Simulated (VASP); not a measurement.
Data:

```yaml
crystal:
  lattice:
    - [0.00000, 2.39906, 2.39906]
    - [2.39906, 0.00000, 2.39906]
    - [2.39906, 2.39906, 0.00000]
  atoms:
    - { symbol: Lu, position: [0.00000, 0.00000, 0.00000] }
```

Method: PBEsol GGA, VASP's PBE PAW potentials (set 64) (plane waves; VASP 6.6.1). Settings: 400 eV cut-off, 15×15×15 Γ-centred mesh, tetrahedra with Blöchl corrections, potentials Lu_3.

What does the run give for the energy per atom (σ→0), band gap (on the k-mesh) with the smallest direct gap where there is one?

- band gap (on the k-mesh) = none (metal, semimetal or under 0.01 eV)
- energy per atom (σ→0) = -4835 meV/atom

Total energies compare only between runs with the same potentials, cut-off and functional.

The structure was generated: Lu was put into the fcc type (Fm-3m), which need not be its known phase. It was relaxed first, which changed the volume by -7 %.
